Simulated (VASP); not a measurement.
# In3Se (Pm-3m) in VASP: notebook, part 2 of 2

VASP 6.6.1. Earlier steps stand in the parts before.

## 5. Single point, PBE (functional PBE, strained and moved within the space group)

File INCAR:

```
PREC = Accurate
ENCUT = 520
EDIFF = 1E-6
ISMEAR = 0
SIGMA = 0.1
LREAL = False
LASPH = True
NELM = 100
ALGO = Fast
ISIF = 2
LWAVE = False
LCHARG = False
GGA = PE
NBANDS = 30
```

File KPOINTS:

```
Automatic mesh
0
Gamma
  10 10 10
```

File POSCAR:

```
In3Se
1.0
    4.7938622585      0.0000000000      0.0000000000
    0.0000000000      4.7938622585      0.0000000000
    0.0000000000      0.0000000000      4.7938622585
In Se
3 1
Direct
    0.0000000000      0.5000000000      0.5000000000
    0.5000000000      0.0000000000      0.5000000000
    0.5000000000      0.5000000000      0.0000000000
    0.0000000000      0.0000000000      0.0000000000
```

Potentials or basis: VASP PAW PBE potentials, release 64 (In_d, Se).

Launch:

```bash
cat potpaw_PBE.64/In_d/POTCAR potpaw_PBE.64/Se/POTCAR > POTCAR
mpirun -np 1 vasp_std > vasp.out
```

OUTCAR:

```text
PREC = Accurate
   ENCUT = 520
   EDIFF = 1E-6
   ISMEAR = 0
   LREAL = False
   LASPH = True
   NELM = 100
   ISIF = 2
   GGA = PE

 ion  position               nearest neighbor table
   1  0.000  0.500  0.500-   2 3.39   3 3.39   4 3.39   3 3.39   4 3.39   2 3.39   4 3.39   4 3.39
                             2 3.39   3 3.39   3 3.39   2 3.39
   2  0.500  0.000  0.500-   1 3.39   3 3.39   4 3.39   3 3.39   4 3.39   1 3.39   3 3.39   3 3.39
                             1 3.39   4 3.39   4 3.39   1 3.39
   3  0.500  0.500  0.000-   1 3.39   2 3.39   4 3.39   1 3.39   2 3.39   2 3.39   4 3.39   2 3.39
                             1 3.39   4 3.39   1 3.39   4 3.39
   4  0.000  0.000  0.000-   1 3.39   2 3.39   3 3.39   1 3.39   2 3.39   1 3.39   3 3.39   1 3.39
                             2 3.39   3 3.39   2 3.39   3 3.39

  LATTYP: Found a simple cubic cell.
 ALAT       =     4.7938622585

  Lattice vectors:

 A1 = (   4.7938622585,   0.0000000000,   0.0000000000)
 A2 = (   0.0000000000,   4.7938622585,   0.0000000000)
 A3 = (   0.0000000000,   0.0000000000,   4.7938622585)

Analysis of symmetry for initial positions (statically):
=====================================================================
[... 175 lines left out ...]
  free energy    TOTEN  =       -11.68507348 eV

  energy without entropy =      -11.67556511  energy(sigma->0) =      -11.68031929

 E-fermi :   5.9936     XC(G=0):  -9.7688

 val. band max:        5.9745184959   @ k =   0.5000   0.4000   0.1000
 cond. band min:       5.9956127603   @ k =   0.4000   0.2000   0.2000
 fundamental gap:      0.0210942644
 Fermi energy:         5.9935879493

 k-point     1 :       0.0000    0.0000    0.0000
  band No.  band energies     occupation
      1      -8.7799      2.00000
      2      -8.7755      2.00000
      3      -8.7755      2.00000
      4      -8.7755      2.00000
      5      -8.6545      2.00000
      6      -8.6545      2.00000
[... 781 lines left out ...]
     29      10.8529      0.00000
     30      12.8470      0.00000

 [... further k-points ...]
[... 5 lines left out ...]
  --------------------------------------------------------------------------------------
  -------------------------------------------------------------------------------------
  Total       -0.0901922     -0.0901922     -0.0901922      0.0000000      0.0000000     -0.0000000
  in kB       -1.3116642     -1.3116642     -1.3116642      0.0000000      0.0000000     -0.0000000
  external PRESSURE =      -1.3116642 kB  Pullay stress =       0.0000000 kB

 VOLUME and BASIS-vectors are now :
 -----------------------------------------------------------------------------
  energy-cutoff  :      520.00
  volume of cell :      110.17
      direct lattice vectors                 reciprocal lattice vectors
     4.793862258  0.000000000  0.000000000     0.208600069  0.000000000  0.000000000
     0.000000000  4.793862258  0.000000000     0.000000000  0.208600069  0.000000000
     0.000000000  0.000000000  4.793862258     0.000000000  0.000000000  0.208600069

 POSITION                                       TOTAL-FORCE (eV/Angst)
 -----------------------------------------------------------------------------------
      0.00000      2.39693      2.39693         0.000000      0.000000      0.000000
      2.39693      0.00000      2.39693         0.000000      0.000000      0.000000
      2.39693      2.39693      0.00000         0.000000      0.000000      0.000000
      0.00000      0.00000      0.00000         0.000000      0.000000      0.000000
 -----------------------------------------------------------------------------------
    total drift:                                0.000000      0.000000      0.000000

  FREE ENERGIE OF THE ION-ELECTRON SYSTEM (eV)
  ---------------------------------------------------
  free  energy   TOTEN  =       -11.6850734829 eV

  energy  without entropy=      -11.6755651058  energy(sigma->0) =      -11.68031929
```

stdout:

```text
POSCAR found type information on POSCAR InSe
 POSCAR found :  2 types and       4 ions
 scaLAPACK will be used
 LDA part: xc-table for (Slater+PW92), standard interpolation
 POSCAR, INCAR and KPOINTS ok, starting setup
 FFT: planning ... GRIDC
 FFT: planning ... GRID_SOFT
 FFT: planning ... GRID
 WAVECAR not read
 entering main loop
```

Run time: 96 s. Hardware: 1 thread of Intel Xeon Platinum 8488C (Sapphire Rapids), shared host; peak memory 0.3 GiB.

What came out:

* Free energy: -11.6851 eV
* Pressure: -0.1 GPa
* Band gap on the k mesh: none (metal or under the smearing width)

## 6. The runs side by side

| level | potentials or basis | cell | k mesh | gap on the mesh (eV) | pressure (GPa) |
| --- | --- | --- | --- | --- | --- |
| PBEsol | VASP PAW PBE potentials, release 64 (In_d, Se) | strained and moved within the space group | 10 × 10 × 10 | none | -2.5 |
| PBEsol | VASP PAW PBE potentials, release 64 (B, Se) | In replaced by B, lengths x 0.809, strained and moved within the space group | 6 × 6 × 6 | none | -18.2 |
| LDA | VASP PAW LDA potentials, release 64 (In_d, Se) | functional LDA, strained and moved within the space group | 10 × 10 × 10 | none | -5.4 |
| PBE | VASP PAW PBE potentials, release 64 (In_d, Se) | functional PBE, strained and moved within the space group | 10 × 10 × 10 | none | -0.1 |

Alike in all rows: task single point; no spin polarisation; cutoff (eV) 520; smearing gaussian 0.1 eV.

Caveats: the PAW data sets were made with another functional, which shifts forces and pressure a little (some runs); so large a pressure means that the cell lies far from this level's equilibrium, or that cutoff or potentials fall short (some runs); the potentials were made for another functional, which shifts forces and pressure (some runs).

Absolute energies hang on the potentials; compare differences alone.
